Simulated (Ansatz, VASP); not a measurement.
**VB4Os: VASP beside Ansatz**

File INCAR:

```
PREC = Accurate ; ENCUT = 520
EDIFF = 1E-6 ; ISMEAR = -1
SIGMA = 0.15 ; LREAL = False
LASPH = True ; NELM = 150
ALGO = Normal ; ISIF = 2
LWAVE = False ; LCHARG = False
ISPIN = 2 ; MAGMOM = 2 0 0 0 0 0
LORBIT = 11 ; LMAXMIX = 4
GGA = PE ; NBANDS = 30
```

The input KPOINTS:

```
regular mesh
0
Gamma
  9 9 3
```

The input POSCAR:

```
VB4Os
1.0
    2.9246673036      0.0000000000      0.0000000000
   -1.4623341600      2.5328363441      0.0000000000
    0.0000000000      0.0000000000      7.5759186068
V B Os
1 4 1
Direct
    0.0000000000      0.0000000000      0.0000000000
    0.0000000000      0.0000000000      0.7094840000
    0.3333333333      0.6666666667      0.7969230000
    0.3333333333      0.6666666667      0.2030770000
    0.0000000000      0.0000000000      0.2905160000
    0.3333333333      0.6666666667      0.5000000000
```

Input for Ansatz:

```yaml
crystal:
  lattice:
    - [2.9246673035821025, 0.0, 0.0]
    - [-1.4623341599892297, 2.532836344066408, 0.0]
    - [0.0, 0.0, 7.575918606772658]
  atoms:
    - { symbol: V, position: [0.0, 0.0, 0.0], spin: 2.0 }
    - { symbol: B, position: [0.0, 0.0, 0.709484] }
    - { symbol: B, position: [0.3333333333333333, 0.6666666666666666, 0.796923] }
    - { symbol: B, position: [0.3333333333333333, 0.6666666666666666, 0.203077] }
    - { symbol: B, position: [0.0, 0.0, 0.290516] }
    - { symbol: Os, position: [0.3333333333333333, 0.6666666666666666, 0.5] }
basis:
  ecutwfc: 500.0
kpoints:
  mp_grid:
    grid: [9, 9, 3]
hamiltonian:
  xc: pbe
magnetization:
  spin_polarized: true
scf:
  occupations:
    method: fermi_dirac
    width: 0.15
output:
  stress: true
```

The cell comes from a database or a generator and needn't be the stable form of this composition.

Alike in both runs: task single point; functional PBE; k mesh 9 × 9 × 3; occupations fermi-dirac, width 0.15 eV; collinear spin.

```csv
,VASP,Ansatz
version,VASP 6.6.1,Ansatz 0.2.0
potentials or method,"VASP PAW PBE potentials, release 64 (V_sv, B, Os)","plane waves, PAW"
plane-wave cutoff (eV),520,500
valence electrons in the cell,33,41
```

VASP gave:

| Property | Result |
| --- | --- |
| pressure (GPa) | -13.1 |
| largest component of the traceless stress (GPa) | 2.12 |
| net moment per atom (μB) | 0.00 |

Q: What did Ansatz give for the same quantities?

A: Pressure (GPa): -13.4; largest component of the traceless stress (GPa): 2.30; net moment per atom (μB): 0.00.

The functional is the same, so the differences come from potentials, cutoffs and numerics. The two sets of potentials don't hold the same shells in valence. Ansatz warned: «seeded_moment_not_kept».

The runs have no spin-orbit coupling, so splittings on Os are missing.
